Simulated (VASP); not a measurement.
Given:

```
CELL_PARAMETERS angstrom
      0.00000     2.18052     2.18052
      2.18052     0.00000     2.18052
      2.18052     2.18052     0.00000
ATOMIC_POSITIONS crystal
  Ti 0.00000 0.00000 0.00000
  C  0.50000 0.50000 0.50000
```

These are RPBE GGA, VASP's PBE PAW potentials (set 64) (plane waves; VASP) values and carry that method's errors. Numerical set-up: 520 eV cut-off, 16×16×16 Γ-centred mesh, tetrahedra with Blöchl corrections, potentials Ti_sv C.

**Question.** Estimate the energy per atom (σ→0), band gap (on the k-mesh) with the smallest direct gap where there is one.

**Answer.** 
- band gap (on the k-mesh): none (metal, semimetal or under 0.01 eV)
- energy per atom (σ→0): -8.902 eV/atom

Total energies compare only between runs with the same potentials, cut-off and functional.

The compound is TiC in the rock salt structure. It was relaxed first.
